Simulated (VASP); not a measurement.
Data:

```xyz
1
Lattice="0.0000 2.7324 2.7324 2.7324 0.0000 2.7324 2.7324 2.7324 0.0000" Properties=species:S:1:pos:R:3 pbc="T T T"
Ca     0.0000     0.0000     0.0000
```

Method: rev-vdW-DF2, VASP's PBE PAW potentials (set 64) (plane waves; VASP). Settings: 520 eV cut-off, 13×13×13 Γ-centred mesh, tetrahedra with Blöchl corrections, potentials Ca_sv.

Task: The job: Ca (fcc), 1 atom, rev-vdW-DF2, static run, 520 eV, 13×13×13 Γ-centred mesh. Roughly how much core time does it take on a busy server core?

Result: About 30 core-seconds (one run on a shared machine, a rough figure). It had 84 irreducible k-points, 9 bands, up to 1112 plane waves and 13 electronic steps.

The compound is Ca in the fcc structure. It was relaxed first, which changed the volume by -6 %.
